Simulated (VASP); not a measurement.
Here is the system:

```yaml
crystal:
  lattice:
    - [-1.59362, 1.59362, 1.59362]
    - [1.59362, -1.59362, 1.59362]
    - [1.59362, 1.59362, -1.59362]
  atoms:
    - { symbol: Al, position: [0.00000, 0.00000, 0.00000] }
```

All values below come from r2SCAN meta-GGA, VASP's PBE PAW potentials (set 64) (plane waves; VASP). Numerical set-up: 400 eV cut-off, 18×18×18 Γ-centred mesh, tetrahedra with Blöchl corrections, potentials Al.

**Question.** What does the run give for the energy per atom (σ→0), band gap (over mesh and band path) with the smallest direct gap where there is one?

**Answer.** 
```json
{
  "band gap (over mesh and band path)": "none (metal, semimetal or under 0.01 eV)",
  "energy per atom (σ→0)": "-6.625 eV/atom"
}
```

The structure comes from a computed database's Al entry (Im-3m); how it stands against other phases isn't given here. It was relaxed first.
